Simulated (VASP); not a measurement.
Here is the system:

```xyz
2
Lattice="0.0000 2.2238 2.2238 2.2238 0.0000 2.2238 2.2238 2.2238 0.0000" Properties=species:S:1:pos:R:3 pbc="T T T"
Ta     0.0000     0.0000     0.0000
C      2.2238     2.2238     2.2238
```

Level of theory: PBE GGA with D3 dispersion (Becke-Johnson damping), VASP's PBE PAW potentials (set 64) (plane waves; VASP 6.6.1). Numerical set-up: 520 eV cut-off, 14×14×14 Γ-centred mesh, first-order Methfessel-Paxton smearing of 0.10 eV, potentials Ta_pv C.

Unless said otherwise, spin-orbit coupling is left out, though it shifts the bands of the heavy elements here.

Q: Predict the energy per atom (σ→0), band gap (on the k-mesh) with the smallest direct gap where there is one.

A: 
The band gap (on the k-mesh) comes out as none (metal, semimetal or under 0.01 eV) and the energy per atom (σ→0) is -11.556 eV/atom.

The absolute energy has meaning only against runs of the same code, potentials and settings.

The compound is TaC in the rock salt structure. It was relaxed first. The electron count is odd and the run is not spin-polarised, which forces a metal.
